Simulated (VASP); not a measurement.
An input for Quantum ESPRESSO's pw.x (written as the equivalent of a VASP run, and not itself run):

```
&CONTROL
  calculation = 'vc-relax'
  pseudo_dir = './pseudo'
  outdir = './out'
  tprnfor = .true.
  tstress = .true.
  nstep = 60
  forc_conv_thr = 0.00039
/
&SYSTEM
  ibrav = 0
  nat = 2
  ntyp = 2
  ecutwfc = 84
  occupations = 'smearing'
  smearing = 'gaussian'
  degauss = 0.003675
  input_dft = 'vdw-df2-b86r'
/
&ELECTRONS
  conv_thr = 7.3e-08
  electron_maxstep = 100
/
&IONS
/
&CELL
/
ATOMIC_SPECIES
  Al 26.982 Al.upf
  As 74.922 As.upf
CELL_PARAMETERS angstrom
     0.0000000    2.8300000    2.8300000
     2.8300000    0.0000000    2.8300000
     2.8300000    2.8300000    0.0000000
ATOMIC_POSITIONS crystal
  Al   0.0000000  0.0000000  0.0000000
  As   0.2500000  0.2500000  0.2500000
K_POINTS automatic
  7 7 7 0 0 0
```

Task: Translate this input to VASP (INCAR, KPOINTS, POSCAR, choice of POTCAR).

Result: This is not unique; one that fits is 
### INCAR
```
# general
SYSTEM   = AlAs
PREC     = Accurate
ENCUT    = 520   # plane-wave cut-off (eV)
LREAL    = F   # projection in real space or not
LASPH    = T

# electronic loop
EDIFF    = 1E-6   # SCF stop (eV)
NELM     = 100
ALGO     = Normal
LMAXMIX  = 4

# smearing
ISMEAR   = 0   # Gaussian
SIGMA    = 0.05   # width (eV)

# functional
GGA      = MK
LUSE_VDW = T
AGGAC    = 0.0
PARAM1   = 0.1234568
PARAM2   = 0.7114
ZAB_VDW  = -1.8867

# ions
IBRION   = 2   # conjugate gradients
NSW      = 60
ISIF     = 3   # ions, shape and volume
EDIFFG   = -0.01   # ionic stop

# output
LWAVE    = F
LCHARG   = F
```

File POSCAR:
```
AlAs
1
    0.0000000000     2.8300000000     2.8300000000
    2.8300000000     0.0000000000     2.8300000000
    2.8300000000     2.8300000000     0.0000000000
Al As
1 1
Direct
  0.0000000000   0.0000000000   0.0000000000
  0.2500000000   0.2500000000   0.2500000000
```

KPOINTS:
```
kpoints
0
Gamma
 7 7 7
```

POTCAR, in this order: Al As (PBE.64 set). Program: vasp_std.

The two are equivalent in intent, not identical: the potentials are each code's own (VASP's PAW set, PseudoDojo norm-conserving files in pw.x), so ENCUT and ecutwfc are chosen apart and not converted; conv_thr bounds pw.x's estimated SCF error, while EDIFF bounds the energy change between steps; forc_conv_thr acts on force components and is met together with etot_conv_thr.

The compound is AlAs in the zinc blende structure. This run relaxes it. Symmetry was kept, so distortions that lower it aren't found.
